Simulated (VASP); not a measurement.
An input for Quantum ESPRESSO's pw.x (written as the equivalent of a VASP run, and not itself run):

```
&CONTROL
  calculation = 'vc-relax'
  pseudo_dir = './pseudo'
  outdir = './out'
  tprnfor = .true.
  tstress = .true.
  nstep = 40
  forc_conv_thr = 0.00078
/
&SYSTEM
  ibrav = 0
  nat = 2
  ntyp = 2
  ecutwfc = 82
  occupations = 'smearing'
  smearing = 'methfessel-paxton'
  degauss = 0.00735
  input_dft = 'pbesol'
/
&ELECTRONS
  conv_thr = 7.3e-08
  electron_maxstep = 100
/
&IONS
/
&CELL
  press = 200
/
ATOMIC_SPECIES
  Nb 92.906 Nb.upf
  C 12.011 C.upf
CELL_PARAMETERS angstrom
     0.0000000    2.2022536    2.2022536
     2.2022536    0.0000000    2.2022536
     2.2022536    2.2022536    0.0000000
ATOMIC_POSITIONS crystal
  Nb   0.0000000  0.0000000  0.0000000
  C    0.5000000  0.5000000  0.5000000
K_POINTS automatic
  14 14 14 0 0 0
```

Task: Write the VASP files for the same calculation (PBEsol).

Result: Several could match; the one computed here: 
File POSCAR:
```
NbC
1
    0.0000000000     2.2022536488     2.2022536488
    2.2022536488     0.0000000000     2.2022536488
    2.2022536488     2.2022536488     0.0000000000
Nb C
1 1
Direct
  0.0000000000   0.0000000000   0.0000000000
  0.5000000000   0.5000000000   0.5000000000
```

KPOINTS:
```
Automatic mesh
0
Gamma
14 14 14
0 0 0
```

### INCAR
```
! general
SYSTEM =NbC
PREC   =Accurate
ENCUT  =620
LREAL  =.False.
LASPH  =.True.

! electronic loop
EDIFF  =1E-6
NELM   =100
ALGO   =Normal
LMAXMIX=4

! smearing
ISMEAR =1
SIGMA  =0.1

! functional
GGA    =PS

! ions
IBRION =2
NSW    =40
ISIF   =3
EDIFFG =-0.02
PSTRESS=200

! output
LWAVE  =.False.
LCHARG =.False.
```

POTCAR, in this order: Nb_sv C (PBE.64 set). Program: vasp_std.

Limits of the translation: the potentials are each code's own (VASP's PAW set, PseudoDojo norm-conserving files in pw.x), so ENCUT and ecutwfc are chosen apart and not converted; conv_thr bounds pw.x's estimated SCF error, while EDIFF bounds the energy change between steps; forc_conv_thr acts on force components and is met together with etot_conv_thr.

The compound is NbC in the rock salt structure. This run relaxes it under an external pressure of 20 GPa. Symmetry was kept, so distortions that lower it aren't found.
